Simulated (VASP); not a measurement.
Method: revPBE GGA, VASP's PBE PAW potentials (set 64) (plane waves; VASP 6.6.1).

A VASP calculation is set up with these files.

INCAR:
```
# general
SYSTEM =Ho
PREC   =Accurate
ENCUT  =520
LREAL  =.False.   # projection in real space or not
LASPH  =.True.

# electronic loop
EDIFF  =1E-7
NELM   =100
ALGO   =Normal
LMAXMIX=6   # l cut-off of mixed one-centre charges

# smearing
ISMEAR =1
SIGMA  =0.1   # width (eV)

# functional
GGA    =RE

# ions
IBRION =2
NSW    =30
ISIF   =4
EDIFFG =-0.01   # ionic stop

# output
LWAVE  =.False.
LCHARG =.False.
```

**POSCAR**
```
Ho
1
    1.7845830628    -3.0909885912     0.0000000000
    1.7845830628     3.0909885912     0.0000000000
    0.0000000000     0.0000000000     5.5125640853
Ho
2
Direct
  0.3333330000   0.6666670000   0.2500000000
  0.6666670000   0.3333330000   0.7500000000
```

**KPOINTS**
```
Automatic mesh
0
gamma
 12 12 7
0 0 0
```

POTCAR, in this order: Ho_3 (PBE.64 set). Program: vasp_std.

The 4f electrons are frozen in the core of the lanthanide potential, so 4f levels, which can set the real gap, and their magnetism are missing.

Question: Estimate the energy per atom (σ→0), band gap (on the k-mesh).

Answer: 
| Property | Value |
|---|---|
| energy per atom (σ→0) | -406.8 kJ/mol of atoms |
| band gap (on the k-mesh) | none (metal, semimetal or under 0.01 eV) |

File OSZICAR:
```
...
       N       E                     dE             d eps       ncg     rms          rms(c)
DAV:   1    -0.843478089242E+01   -0.14444E-02   -0.68197E-02  2904   0.238E+00    0.174E-01
DAV:   2    -0.843396155886E+01    0.81933E-03   -0.18265E-03  3150   0.525E-01    0.113E-01
DAV:   3    -0.843356874786E+01    0.39281E-03   -0.46715E-04  3483   0.211E-01    0.655E-02
DAV:   4    -0.843356824290E+01    0.50496E-06   -0.70482E-05  3080   0.709E-02    0.275E-02
DAV:   5    -0.843356857796E+01   -0.33506E-06   -0.35564E-06  3583   0.218E-02    0.312E-03
DAV:   6    -0.843356852128E+01    0.56677E-07   -0.11385E-07  1811   0.364E-03
   3 F= -.84335685E+01 E0= -.84328513E+01  d E =-.995973E-03
```

The compound is Ho in the hcp structure. This cell is one point of a volume scan, at 0.94 of the reference volume. Symmetry was kept, so distortions that lower it aren't found.
